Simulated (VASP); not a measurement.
Data:

```
CELL_PARAMETERS angstrom
      0.00000     2.46703     2.46703
      2.46703     0.00000     2.46703
      2.46703     2.46703     0.00000
ATOMIC_POSITIONS crystal
  Eu 0.00000 0.00000 0.00000
  O  0.50000 0.50000 0.50000
```

Computed with optB86b-vdW, VASP's PBE PAW potentials (set 64) (plane waves; VASP). Run with 520 eV cut-off, Gaussian smearing of 0.050 eV, potentials Eu_2 O.

The 4f electrons are frozen in the core of the lanthanide potential, so 4f levels, which can set the real gap, and their magnetism are missing.

Q: Estimate the band gap (along the path) with the smallest direct gap where there is one.

A: 
```json
{
  "band gap (along the path)": "2.64 eV",
  "smallest direct gap (along the path)": "2.64 eV"
}
```

The absolute energy has meaning only against runs of the same code, potentials and settings.

The compound is EuO in the rock salt structure. It was relaxed first, which changed the volume by -12 %.
